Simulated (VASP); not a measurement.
Level of theory: PBEsol GGA, VASP's PBE PAW potentials (set 64) (plane waves; VASP).

VASP ran on this input.

File KPOINTS:
```
Automatic
0
gamma
6 6 4
0 0 0
```

File POSCAR:
```
Si2Mo
1
    4.5757796347     0.0000000000     0.0000000000
   -2.2878898173     3.9627418943    -0.0000000000
    0.0000000000     0.0000000000     6.5641802978
Si Mo
6 3
Direct
  0.1641522517   0.8358477483   0.8333330000
  0.3283045034   0.1641522517   0.1666670000
  0.1641522517   0.3283045034   0.5000000000
  0.8358477483   0.1641522517   0.8333330000
  0.6716954966   0.8358477483   0.1666670000
  0.8358477483   0.6716954966   0.5000000000
  0.5000000000   1.0000000000   0.5000000000
  0.5000000000   0.5000000000   0.8333330000
  1.0000000000   0.5000000000   0.1666670000
```

### INCAR
```
ALGO = Normal
EDIFF = 1E-7
ENCUT = 400
GGA = PS
ISIF = 2
ISMEAR = -5
LASPH = .TRUE.
LCHARG = .TRUE.
LEFG = .TRUE.
LMAXMIX = 4
LORBIT = 11
LREAL = .FALSE.
LWAVE = .FALSE.
NEDOS = 601
NELM = 100
PREC = Accurate
SYSTEM = Si2Mo
```

POTCAR, in this order: Si Mo_sv (PBE.64 set). Program: vasp_std.

Problem. What will the output report for the number of irreducible k-points (NKPTS), number of bands (NBANDS), largest plane-wave count, number of space-group operations, FFT grid (NGX, NGY, NGZ)?

Solution. 
The number of irreducible k-points (NKPTS) is 21. The number of bands (NBANDS) comes out as 39, the largest plane-wave count comes out as 2188 and the number of space-group operations is 12. The FFT grid (NGX, NGY, NGZ) comes out as 30 × 30 × 48.

The structure comes from a computed database's Si2Mo entry (P6_222); how it stands against other phases isn't given here. It was relaxed first.
